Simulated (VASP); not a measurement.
Energy against volume of CoGa (CsCl type). Computed with vdW-DF2, VASP's PBE PAW potentials (set 64) (plane waves; VASP). Settings: 520 eV cut-off, 12×12×12 Γ-centred mesh, first-order Methfessel-Paxton smearing of 0.10 eV, potentials Ga_d Co.

```csv
V (Å³/atom),E (eV/atom)
12.460,-1.50244
12.845,-1.50781
13.230,-1.50364
13.616,-1.49135
```

Q: Fit these four points and predict the energy of the run at 12.074 Å³/atom.

A: A cubic in V^(−2/3), the third-order Birch-Murnaghan form, passes through the four points with V0 = 12.86 Å³/atom and B0 = 132 GPa, and gives -1.4857 eV/atom there. The run gave -1.4852 eV/atom, +0.5 meV/atom from the fit; all five points give B0 = 133 GPa.

The compound is CoGa in the CsCl type structure. It was relaxed first, which changed the volume by +8 %. The run is not spin-polarised, so no magnetic state was tried.
